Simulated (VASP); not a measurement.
Data:

```yaml
crystal:
  lattice:
    - [0.00000, 2.96786, 2.96786]
    - [2.96786, 0.00000, 2.96786]
    - [2.96786, 2.96786, 0.00000]
  atoms:
    - { symbol: Na, position: [0.00000, 0.00000, 0.00000] }
    - { symbol: I, position: [0.50000, 0.50000, 0.50000] }
```

Calculation: LDA (Ceperley-Alder, Perdew-Zunger), VASP's LDA PAW potentials (set 64) (plane waves; VASP). Run with 500 eV cut-off, 8×8×8 Γ-centred mesh, Gaussian smearing of 0.050 eV, potentials Na_pv I.

Unless said otherwise, spin-orbit coupling is left out, though it shifts the bands of the heavy elements here.

Q: Predict the energy per atom (σ→0), pressure, band gap (on the k-mesh) with the smallest direct gap where there is one.

A: 
band gap (on the k-mesh): 4.23 eV
smallest direct gap (on the k-mesh): 4.23 eV
energy per atom (σ→0): -2.948 eV/atom
pressure: 4.93 GPa

The absolute energy has meaning only against runs of the same code, potentials and settings.

The compound is NaI in the rock salt structure. It was relaxed first under an external pressure of 5 GPa.
